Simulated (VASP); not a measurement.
Computed with PBE GGA with D4 dispersion, VASP's PBE PAW potentials (set 64) (plane waves; VASP).

Input for VASP

**POSCAR**
```
BN
1
    1.2712383907    -2.2018496996     0.0000000000
    1.2712383907     2.2018496996     0.0000000000
    0.0000000000     0.0000000000     4.2045073007
B N
2 2
Direct
  0.6666670000   0.3333330000   0.5002134771
  0.3333330000   0.6666670000   0.0002134771
  0.6666670000   0.3333330000   0.8747865229
  0.3333330000   0.6666670000   0.3747865229
```

**INCAR**
```
ALGO=Normal
EDIFF=1E-7
ENCUT=520
GGA=PE
ISIF=2
ISMEAR=-5
IVDW=13
LASPH=.True.
LCHARG=.True.
LEFG=.True.
LORBIT=11
LREAL=.False.
LWAVE=.False.
NEDOS=601
NELM=100
PREC=Accurate
SYSTEM=BN
```

### KPOINTS
```
K-points
0
G
 11 11 6
0 0 0
```

POTCAR, in this order: B N (PBE.64 set). Program: vasp_std.

Question: Predict the energy per atom (σ→0), dispersion energy.

Answer: 
```yaml
energy per atom (σ→0): -8.946 eV/atom
dispersion_energy: -0.956 eV
```

**OSZICAR**
```
...
DAV:   8    -0.348265471772E+02    0.29753E-01   -0.73066E-02  1712   0.255E+00    0.225E-01
DAV:   9    -0.348257454764E+02    0.80170E-03   -0.21563E-03  2008   0.488E-01    0.124E-01
DAV:  10    -0.348259844065E+02   -0.23893E-03   -0.38066E-04  1756   0.196E-01    0.258E-02
DAV:  11    -0.348259897908E+02   -0.53843E-05   -0.65114E-05  1968   0.706E-02    0.137E-02
DAV:  12    -0.348259907591E+02   -0.96828E-06   -0.91930E-06  1944   0.299E-02    0.213E-03
DAV:  13    -0.348259908966E+02   -0.13759E-06   -0.21241E-07  1432   0.528E-03    0.515E-04
DAV:  14    -0.348259909036E+02   -0.69922E-08   -0.14519E-08  1036   0.143E-03
   1 F= -.35782439E+02 E0= -.35782439E+02  d E =0.000000E+00
```

The compound is BN in the wurtzite structure, a metastable high-pressure form. It was relaxed first.
